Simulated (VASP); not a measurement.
A cell of CoAl (CsCl type) near equilibrium:

```
CELL_PARAMETERS angstrom
      2.82053     0.00000     0.00000
      0.00000     2.82053     0.00000
      0.00000     0.00000     2.82053
ATOMIC_POSITIONS crystal
  Al 0.50000 0.50000 0.50000
  Co 0.00000 0.00000 0.00000
```

These are r2SCAN meta-GGA, VASP's PBE PAW potentials (set 64) (plane waves; VASP 6.6.1) values and carry that method's errors.

| run | ΔE (meV/atom) | σxx | σyy | σzz | largest shear component, with its sign (GPa) | largest force (eV/Å) |
|---|---|---|---|---|---|---|
| as it is | 0.0 | 0.21 | 0.21 | 0.21 | 0.00 | 0.000 |
| after one change | 2.9 | -4.32 | -2.10 | -4.32 | 0.00 | 0.000 |
Stress is in GPa, positive when the cell is compressed.

Question: Which change was made?
A) biaxial strain of -1.0 % in the xy plane
B) biaxial strain of +1.0 % in the xz plane
C) atom 1 (Al) moved by -0.025 Å along y
D) atom 1 (Al) moved by 0.050 Å along z

Answer: B, biaxial strain of +1.0 % in the xz plane

The compound is CoAl in the CsCl type structure. The run is not spin-polarised, so no magnetic state was tried.
